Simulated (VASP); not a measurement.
Computed with PBE GGA, VASP's PBE PAW potentials (set 64) (plane waves; VASP).

The input files of a VASP run:

INCAR:
```
! general
SYSTEM   =  TiAl
PREC     =  Accurate
ENCUT    =  400
LREAL    =  .False.
LASPH    =  .True.

! electronic loop
EDIFF    =  1E-6
NELM     =  100
ALGO     =  Normal
IMIX     =  4
AMIX     =  0.05
BMIX     =  0.0001
LMAXMIX  =  4

! smearing
ISMEAR   =  1
SIGMA    =  0.1

! functional
GGA      =  PE

! ions
ISIF     =  2

! output
LWAVE    =  .False.
LCHARG   =  .False.
```

**POSCAR**
```
TiAl
1
    2.8300000000     0.0000000000     0.0000000000
    0.0000000000     2.8300000000     0.0000000000
    0.0000000000     0.0000000000     4.0700000000
Ti Al
1 1
Direct
  0.0000000000   0.0000000000   0.0000000000
  0.5000000000   0.5000000000   0.5000000000
```

### KPOINTS
```
Automatic mesh
0
gamma
 12 12 8
0 0 0
```

POTCAR, in this order: Ti_sv Al (PBE.64 set). Program: vasp_std.

The resulting files:

File OUTCAR:
```
 ion  position               nearest neighbor table
   1  0.000  0.000  0.000-   2 2.85   2 2.85   2 2.85   2 2.85   2 2.85   2 2.85   2 2.85   2 2.85
  LATTYP: Found a simple tetragonal cell.
 ALAT       =     2.8300000000
 C/A-ratio  =     1.4381625442
 Subroutine PRICEL returns:
 Original cell was already a primitive cell.
 Subroutine GETGRP returns: Found 16 space group operations
The static configuration has the point symmetry D_4h.
The dynamic configuration has the point symmetry D_4h.
 Subroutine INISYM returns: Found 16 space group operations
 Subroutine IBZKPT returns following result:
 Found    140 irreducible k-points:

 Following reciprocal coordinates:
            Coordinates               Weight
  0.000000  0.000000  0.000000      1.000000
  0.083333  0.000000  0.000000      4.000000
  0.166667  0.000000  0.000000      4.000000
  0.250000  0.000000  0.000000      4.000000
  0.333333  0.000000  0.000000      4.000000
  0.416667  0.000000  0.000000      4.000000
  0.500000  0.000000  0.000000      2.000000
  0.083333  0.083333  0.000000      4.000000
  0.166667  0.083333  0.000000      8.000000
  0.250000  0.083333  0.000000      8.000000
  0.333333  0.083333  0.000000      8.000000
  0.416667  0.083333  0.000000      8.000000
  0.500000  0.083333  0.000000      4.000000
  0.166667  0.166667  0.000000      4.000000
  0.250000  0.166667  0.000000      8.000000
  0.333333  0.166667  0.000000      8.000000
  0.416667  0.166667  0.000000      8.000000
  0.500000  0.166667  0.000000      4.000000
  0.250000  0.250000  0.000000      4.000000
  0.333333  0.250000  0.000000      8.000000
  0.416667  0.250000  0.000000      8.000000
  0.500000  0.250000  0.000000      4.000000
  0.333333  0.333333  0.000000      4.000000
  0.416667  0.333333  0.000000      8.000000
  0.500000  0.333333  0.000000      4.000000
  0.416667  0.416667  0.000000      4.000000
  0.500000  0.416667  0.000000      4.000000
  0.500000  0.500000  0.000000      1.000000
  0.000000  0.000000  0.125000      2.000000
  0.083333  0.000000  0.125000      8.000000
  0.166667  0.000000  0.125000      8.000000
  0.250000  0.000000  0.125000      8.000000
  0.333333  0.000000  0.125000      8.000000
  0.416667  0.000000  0.125000      8.000000
  0.500000  0.000000  0.125000      4.000000
  0.083333  0.083333  0.125000      8.000000
  0.166667  0.083333  0.125000     16.000000
  0.250000  0.083333  0.125000     16.000000
  0.333333  0.083333  0.125000     16.000000
  0.416667  0.083333  0.125000     16.000000
   k-points           NKPTS =    140   k-points in BZ     NKDIM =    140   number of bands    NBANDS=     11
   number of dos      NEDOS =    301   number of ions     NIONS =      2
   total plane-waves  NPLWV =   9072
   dimension x,y,z NGX =    18 NGY =   18 NGZ =   28
   dimension x,y,z NGXF=    36 NGYF=   36 NGZF=   56
   ions per type =               1   1
   PREC   = accura    normal or accurate (medium, high low for compatibility)
   ISTART =      0    job   : 0-new  1-cont  2-samecut
   ICHARG =      2    charge: 1-file 2-atom 10-const
   ISPIN  =      1    spin polarized calculation?
   LNONCOLLINEAR =      F non collinear calculations
   LSORBIT =      F    spin-orbit coupling
   INIWAV =      1    electr: 0-lowe 1-rand  2-diag
   ENCUT  =  400.0 eV  29.40 Ry    5.42 a.u.   4.62  4.62  6.64*2*pi/ulx,y,z
   NELM   =    100;   NELMIN=  2; NELMDL= -5     # of ELM steps
   EDIFF  = 0.1E-05   stopping-criterion for ELM
   LREAL  =      F    real-space projection
   NLSPLINE    = F    spline interpolate recip. space projectors
   LMAXMIX     =    4 max onsite mixed and CHGCAR
...
```

File OSZICAR:
```
       N       E                     dE             d eps       ncg     rms          rms(c)
DAV:   1     0.781681352074E+02    0.78168E+02   -0.65597E+03  3083   0.116E+03
DAV:   2    -0.900842975803E+01   -0.87177E+02   -0.84888E+02  3128   0.305E+02
DAV:   3    -0.138337753250E+02   -0.48253E+01   -0.46044E+01  4744   0.715E+01
DAV:   4    -0.139955761974E+02   -0.16180E+00   -0.16043E+00  3887   0.113E+01
DAV:   5    -0.140023908535E+02   -0.68147E-02   -0.68099E-02  4459   0.209E+00    0.963E+00
DAV:   6    -0.134766384386E+02    0.52575E+00   -0.28267E-01  4038   0.572E+00    0.832E+00
DAV:   7    -0.124670306287E+02    0.10096E+01   -0.52235E+00  3882   0.239E+01    0.321E+00
DAV:   8    -0.124529524455E+02    0.14078E-01   -0.25585E-01  3526   0.476E+00    0.304E+00
DAV:   9    -0.124068808138E+02    0.46072E-01   -0.52997E-01  3332   0.805E+00    0.785E-01
DAV:  10    -0.124034082573E+02    0.34726E-02   -0.56673E-02  4012   0.171E+00    0.990E-01
DAV:  11    -0.123904782736E+02    0.12930E-01   -0.12969E-01  3757   0.457E+00    0.336E-01
DAV:  12    -0.123890167896E+02    0.14615E-02   -0.12573E-02  3621   0.117E+00    0.122E-01
DAV:  13    -0.123890091435E+02    0.76461E-05   -0.41647E-04  3941   0.190E-01    0.127E-01
DAV:  14    -0.123890610010E+02   -0.51857E-04   -0.77994E-05  3869   0.983E-02    0.992E-02
DAV:  15    -0.123890891450E+02   -0.28144E-04   -0.32641E-04  3840   0.132E-01    0.306E-02
DAV:  16    -0.123890914652E+02   -0.23202E-05   -0.19822E-05  3772   0.367E-02    0.345E-02
DAV:  17    -0.123890914436E+02    0.21603E-07   -0.38545E-07  1984   0.500E-03
   1 F= -.12389091E+02 E0= -.12389295E+02  d E =0.609393E-03
```

File OUTCAR:
```
------------------------ aborting loop because EDIFF is reached ----------------------------------------
  FORCE on cell =-STRESS in cart. coord.  units (eV):
  Direction    XX          YY          ZZ          XY          YZ          ZX
  --------------------------------------------------------------------------------------
  Total       -0.1785606     -0.1785606     -0.1732946      0.0000000      0.0000000      0.0000000
  in kB       -8.7766541     -8.7766541     -8.5178177      0.0000000      0.0000000      0.0000000
  external PRESSURE =      -8.6903753 kB  Pullay stress =       0.0000000 kB
  volume of cell :       32.60
      direct lattice vectors                 reciprocal lattice vectors
     2.830000000  0.000000000  0.000000000     0.353356890  0.000000000  0.000000000
     0.000000000  2.830000000  0.000000000     0.000000000  0.353356890  0.000000000
     0.000000000  0.000000000  4.070000000     0.000000000  0.000000000  0.245700246
 POSITION                                       TOTAL-FORCE (eV/Angst)
 -----------------------------------------------------------------------------------
      0.00000      0.00000      0.00000         0.000000      0.000000      0.000000
      1.41500      1.41500      2.03500         0.000000      0.000000      0.000000
 -----------------------------------------------------------------------------------
    total drift:                                0.000000      0.000000     -0.000000
  FREE ENERGIE OF THE ION-ELECTRON SYSTEM (eV)
  ---------------------------------------------------
  free  energy   TOTEN  =       -12.3890914436 eV

  energy  without entropy=      -12.3897008369  energy(sigma->0) =      -12.38929457
```
(Selected blocks of OUTCAR.)

The compound is TiAl in the L1_0 structure. The cell was not relaxed at this level. The run is one of a series of settings (AMIX = 0.05, BMIX = 0.0001, IMIX = 4 against the base run), some of them coarse on purpose. The electron count is odd and the run is not spin-polarised, which forces a metal.
